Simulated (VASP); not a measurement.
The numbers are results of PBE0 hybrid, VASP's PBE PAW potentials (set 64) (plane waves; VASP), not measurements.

VASP ran on this input.

### INCAR
```
AEXX  =  0.25
ALGO  =  Normal
EDIFF  =  1E-6
ENCUT  =  280
GGA  =  PE
HFRCUT  =  -1
ISIF  =  2
ISMEAR  =  0
ISYM  =  3
LASPH  =  .True.
LCHARG  =  .False.
LHFCALC  =  .True.
LREAL  =  .False.
LWAVE  =  .False.
NELM  =  100
PREC  =  Accurate
PRECFOCK  =  Fast
SIGMA  =  0.01
SYSTEM  =  BP
```

POSCAR:
```
BP
1
    0.0000000000     2.2733210000     2.2733210000
    2.2733210000     0.0000000000     2.2733210000
    2.2733210000     2.2733210000     0.0000000000
B P
1 1
Direct
  0.0000000000   0.0000000000   0.0000000000
  0.2500000000   0.2500000000   0.2500000000
```

KPOINTS:
```
kpoints
0
Gamma
  8 8 8
0 0 0
```

POTCAR, in this order: B P (PBE.64 set). Program: vasp_std.

The resulting files:

### OSZICAR
```
       N       E                     dE             d eps       ncg     rms          rms(c)
DAV:   1    -0.164645593415E+03   -0.16465E+03   -0.29880E+03   472   0.552E+02
DAV:   2    -0.179960276994E+03   -0.15315E+02   -0.14644E+02   744   0.824E+01
DAV:   3    -0.180108547779E+03   -0.14827E+00   -0.14827E+00   560   0.109E+01
DAV:   4    -0.180108769418E+03   -0.22164E-03   -0.22161E-03   712   0.414E-01
DAV:   5    -0.166476730474E+02    0.16346E+03   -0.19148E+00   560   0.103E+01    0.862E+00
DAV:   6    -0.158374752468E+02    0.81020E+00   -0.12650E+00   536   0.699E+00    0.523E+00
DAV:   7    -0.157532178571E+02    0.84257E-01   -0.57419E-01   592   0.433E+00    0.284E+00
DAV:   8    -0.157473585278E+02    0.58593E-02   -0.77959E-02   616   0.173E+00    0.153E+00
DAV:   9    -0.157405030787E+02    0.68554E-02   -0.11396E-02   600   0.741E-01    0.898E-01
DAV:  10    -0.157387798099E+02    0.17233E-02   -0.48401E-03   560   0.447E-01    0.574E-01
DAV:  11    -0.157386294239E+02    0.15039E-03   -0.11335E-03   568   0.222E-01    0.368E-01
DAV:  12    -0.157386066880E+02    0.22736E-04   -0.14687E-04   608   0.914E-02    0.222E-01
DAV:  13    -0.157386042461E+02    0.24419E-05   -0.44828E-05   592   0.518E-02    0.128E-01
DAV:  14    -0.157386107823E+02   -0.65362E-05   -0.18446E-05   576   0.327E-02    0.718E-02
DAV:  15    -0.157386157787E+02   -0.49964E-05   -0.50584E-06   600   0.189E-02    0.400E-02
DAV:  16    -0.157386183844E+02   -0.26057E-05   -0.15414E-06   528   0.115E-02    0.226E-02
DAV:  17    -0.157386196521E+02   -0.12677E-05   -0.60053E-07   288   0.742E-03    0.130E-02
DAV:  18    -0.157386202363E+02   -0.58416E-06   -0.27410E-07   280   0.512E-03
   1 F= -.15738620E+02 E0= -.15738620E+02  d E =-.529712E-63
```

File OUTCAR:
```
------------------------ aborting loop because EDIFF is reached ----------------------------------------
  FORCE on cell =-STRESS in cart. coord.  units (eV):
  Direction    XX          YY          ZZ          XY          YZ          ZX
  --------------------------------------------------------------------------------------
  Total       -0.7039786     -0.7039786     -0.7039786     -0.0000000      0.0000000     -0.0000000
  in kB      -48.0018278    -48.0018278    -48.0018278     -0.0000000      0.0000000     -0.0000000
  external PRESSURE =     -48.0018278 kB  Pullay stress =       0.0000000 kB
  volume of cell :       23.50
      direct lattice vectors                 reciprocal lattice vectors
     0.000000000  2.273321000  2.273321000    -0.219942542  0.219942542  0.219942542
     2.273321000  0.000000000  2.273321000     0.219942542 -0.219942542  0.219942542
     2.273321000  2.273321000  0.000000000     0.219942542  0.219942542 -0.219942542
  FREE ENERGIE OF THE ION-ELECTRON SYSTEM (eV)
  ---------------------------------------------------
  free  energy   TOTEN  =       -15.7386202363 eV

  energy  without entropy=      -15.7386202363  energy(sigma->0) =      -15.73862024

  exchange ACFDT corr.  =         0.00000000  see jH, gK, PRB 81, 115126
```
(Selected blocks of OUTCAR.)

**OUTCAR**
```
 val. band max:        6.6102566661   @ k =   0.0000   0.0000   0.0000

 cond. band min:       9.2986883954   @ k =   0.3750   0.3750   0.0000


 Fermi energy:         6.7266081804

 k-point     1 :       0.0000    0.0000    0.0000
  band No.  band energies     occupation
      1     -10.5370      2.00000
      2       6.6103      2.00000
      3       6.6103      2.00000
      4       6.6103      2.00000
      5      11.6080      0.00000
      6      11.6080      0.00000
      7      11.6080      0.00000
      8      15.8991      0.00000

 k-point     2 :       0.1250    0.0000    0.0000
  band No.  band energies     occupation
      1     -10.2324      2.00000
      2       4.5817      2.00000
      3       6.1501      2.00000
      4       6.1501      2.00000
      5      12.1611      0.00000
      6      12.2518      0.00000
      7      12.2518      0.00000
      8      16.7439      0.00000

 k-point     3 :       0.2500    0.0000    0.0000
  band No.  band energies     occupation
      1      -9.3285      2.00000
      2       1.2189      2.00000
      3       5.3821      2.00000
      4       5.3821      2.00000
      5      12.2341      0.00000
      6      13.1044      0.00000
      7      13.1044      0.00000
      8      18.2946      0.00000

 k-point     4 :       0.3750    0.0000    0.0000
  band No.  band energies     occupation
      1      -7.9451      2.00000
      2      -1.8243      2.00000
      3       4.8376      2.00000
      4       4.8376      2.00000
      5      12.0701      0.00000
      6      13.1545      0.00000
      7      13.1545      0.00000
      8      18.7724      0.00000

 k-point     5 :       0.5000    0.0000    0.0000
  band No.  band energies     occupation
      1      -6.8957      2.00000
      2      -3.4504      2.00000
      3       4.6594      2.00000
      4       4.6594      2.00000
      5      12.0005      0.00000
      6      13.0409      0.00000
      7      13.0409      0.00000
...
```

At this cut-off the stress carries a Pulay error, which pulls relaxed volumes low.

The structure comes from a computed database's BP entry; how it stands against other phases isn't given here. The cell was not relaxed at this level. The run is one of a series of settings (ENCUT = 280 against the base run), some of them coarse on purpose.
